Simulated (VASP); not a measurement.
The system is WS2, a slab with vacuum.

```xyz
3
Lattice="3.1595 0.0000 0.0000 -1.5798 2.7362 0.0000 0.0000 0.0000 21.1250" Properties=species:S:1:pos:R:3 pbc="T T T"
S     0.0000    1.8241    8.9864
S     0.0000    1.8241   12.1386
W     1.5798    0.9121   10.5625
```

Base run:

- Program: VASP 6.6.1
- Functional: PBE0
- Potentials or basis: VASP PAW PBE potentials, release 64 (S, W_sv)
- Cutoff: 520 eV
- k mesh: 9 × 9 × 1
- Occupations: gaussian, width 0.03 eV
- Spin: no spin polarisation

Its results: band gap on the k mesh 3.06 eV, direct; largest force 0.450 eV/Å.

Question: The run is repeated on the same cell with these changes: functional from PBE0 to HSE06. What comes out?

Answer: Band gap on the k mesh 2.43 eV, direct; largest force 0.464 eV/Å.

Caveats: the PAW data sets were made with another functional, which shifts forces and pressure a little; spin-orbit coupling is left out, which moves the levels of the heavy elements.
